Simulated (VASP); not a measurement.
Consider the following.

```xyz
2
Lattice="2.9888 0.0000 0.0000 0.0000 2.9888 0.0000 0.0000 0.0000 2.9888" Properties=species:S:1:pos:R:3 pbc="T T T"
Ti     0.0000     0.0000     0.0000
Co     1.4944     1.4944     1.4944
```

Calculation: optB88-vdW, VASP's PBE PAW potentials (set 64) (plane waves; VASP). Settings: 520 eV cut-off, 12×12×12 Γ-centred mesh, first-order Methfessel-Paxton smearing of 0.10 eV, potentials Ti_sv Co.

Q: Give the stress tensor in GPa (positive for a compressed cell).

A: 
```
-5.20   0.00   0.00
 0.00  -5.20   0.00
 0.00   0.00  -5.20
```
The pressure is its mean diagonal, -5.20 GPa.

The compound is TiCo in the CsCl type structure. This cell is one point of a volume scan, at 1.03 of the reference volume. The run is not spin-polarised, so no magnetic state was tried. The electron count is odd and the run is not spin-polarised, which forces a metal.
